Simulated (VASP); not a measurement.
A run of VASP 6.6.1 is set up as follows.

Contents of INCAR:

```
  PREC = Accurate
  ENCUT = 300
  EDIFF = 1E-7
  ISMEAR = -1
  SIGMA = 0.05
  LREAL = F
  LASPH = T
  NELM = 80
  ALGO = Normal
  ISIF = 2
  LWAVE = F
  LCHARG = F
  GGA = PS
  LEFG = T
```

Contents of KPOINTS:

```
Automatic mesh
0
Gamma
  13 13 7
```

Contents of POSCAR:

```
Ti
1.0
    2.9500000000      0.0000000000      0.0000000000
   -1.4750000000      2.5547749412      0.0000000000
    0.0000000000      0.0000000000      4.6800000000
Ti
2
Direct
    0.3333333333      0.6666666667      0.2500000000
    0.6666666667      0.3333333333      0.7500000000
```

Potentials or basis: VASP PAW PBE potentials, release 64 (Ti_sv).

The run is started by

```sh
$ cat potpaw_PBE.64/Ti_sv/POTCAR > POTCAR
$ mpirun -np 1 vasp_std > vasp.out
```

Question: What does it give for the band gap on the k mesh?

Answer: None (metal or under the smearing width).

Electric field gradients, principal values (V/Å²):
```
atom     Vxx     Vyy     Vzz
1 Ti  -8.605  -8.609  17.214
2 Ti  -8.605  -8.609  17.214
```
